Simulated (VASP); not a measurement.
The system is F2AlI, in a box.

```
CELL_PARAMETERS angstrom
12.00000 0.00000 0.00000
0.00000 12.00000 0.00000
0.00000 0.00000 12.00000
ATOMIC_POSITIONS crystal
F 0.61134 0.57734 0.59910
F 0.54220 0.38173 0.49103
Al 0.52919 0.51593 0.50963
I 0.39082 0.62177 0.40656
```

Program: VASP 6.6.1. Alike in all runs: no spin polarisation; cell as given; k mesh 1 × 1 × 1; smearing gaussian 0.01 eV.

**Question.** Order these runs on this cell by their band gap on the k mesh, lowest first.
A. level B3LYP+D3(BJ); potentials or basis VASP PAW PBE potentials, release 64 (F_h, Al, I); cutoff (eV) 900; grid for exact exchange (PRECFOCK) Normal; exchange at q = 0 truncated
B. level vdW-DF2; potentials or basis VASP PAW PBE potentials, release 64 (F, Al, I); cutoff (eV) 520
C. level PBE+TS; potentials or basis VASP PAW PBE potentials, release 64 (F, Al, I); cutoff (eV) 520
D. level PBE0+D3(BJ); potentials or basis VASP PAW PBE potentials, release 64 (F, Al, I); cutoff (eV) 520; grid for exact exchange (PRECFOCK) Fast; exchange at q = 0 truncated

**Answer.** B (4.41 eV), C (4.72 eV), A (6.14 eV), D (6.68 eV).

Caveats: spin-orbit coupling is left out, which moves the levels of the heavy elements.

